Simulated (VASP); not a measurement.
Given:

```xyz
2
Lattice="0.0000 2.9684 2.9684 2.9684 0.0000 2.9684 2.9684 2.9684 0.0000" Properties=species:S:1:pos:R:3 pbc="T T T"
Cd     0.0000     0.0000     0.0000
S      1.4842     1.4842     1.4842
```

These are PBE0 hybrid, VASP's PBE PAW potentials (set 64) (plane waves; VASP) values and carry that method's errors. Numerical set-up: 520 eV cut-off, 6×6×6 Γ-centred mesh, Gaussian smearing of 0.050 eV, potentials Cd S.

Estimate the energy per atom (σ→0), pressure, band gap (over the mesh, the named points and PBE's band edges) with the smallest direct gap where there is one.

- band gap (over the mesh, the named points and PBE's band edges): 2.68 eV
- smallest direct gap (over the mesh, the named points and PBE's band edges): 2.68 eV
- energy per atom (σ→0): -4.085 eV/atom
- pressure: -13.7 kbar

Only differences to runs with the same potentials and settings are physical.

The compound is CdS in the zinc blende structure, a metastable form; wurtzite is the usual one. It was relaxed first, which changed the volume by +6 %.
